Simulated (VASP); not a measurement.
Input:

```xyz
3
Lattice="2.1643 -3.7487 0.0000 2.1643 3.7487 0.0000 0.0000 0.0000 5.9665" Properties=species:S:1:pos:R:3 pbc="T T T"
Te     2.7723    -2.6957     3.9777
Te     3.1127     0.0000     5.9665
Te     2.7723     2.6957     1.9888
```

Level of theory: PBEsol GGA, VASP's PBE PAW potentials (set 64) (plane waves; VASP). Numerical set-up: 400 eV cut-off, Gaussian smearing of 0.050 eV, potentials Te.

Unless said otherwise, spin-orbit coupling is left out, though it shifts the bands of the heavy elements here.

Question: What does the run give for the band gap (along the path) with the smallest direct gap where there is one?

Answer: 
```
Quantity                                                      Value
-------------------------  ----------------------------------------
band gap (along the path)  none (metal, semimetal or under 0.01 eV)
```

The compound is Te in the trig structure. It was relaxed first, which changed the volume by -5 %.
